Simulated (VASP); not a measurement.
Input:

```xyz
1
Lattice="0.0000 1.9895 1.9895 1.9895 0.0000 1.9895 1.9895 1.9895 0.0000" Properties=species:S:1:pos:R:3 pbc="T T T"
Pt     0.0000     0.0000     0.0000
```

Computed with PW91 GGA, VASP's PBE PAW potentials (set 64) (plane waves; VASP). Settings: 520 eV cut-off, Gaussian smearing of 0.050 eV, potentials Pt.

Q: Give the energies of bands 1 to 6 at the high-symmetry points, in eV from the Fermi level.

A: 
```csv
band,Γ,X,U,L,W
1,-9.70,-6.61,-5.84,-6.87,-5.26
2,-3.53,-6.18,-5.09,-3.58,-4.24
3,-3.53,0.02,-2.63,-3.58,-4.24
4,-3.53,0.47,-1.21,-0.24,-1.84
5,-1.51,0.47,-0.14,0.05,0.48
6,-1.51,1.92,5.62,0.05,6.87
```

It has no gap at this level: it comes out as a metal or semimetal.

The compound is Pt in the fcc structure. It was relaxed first.
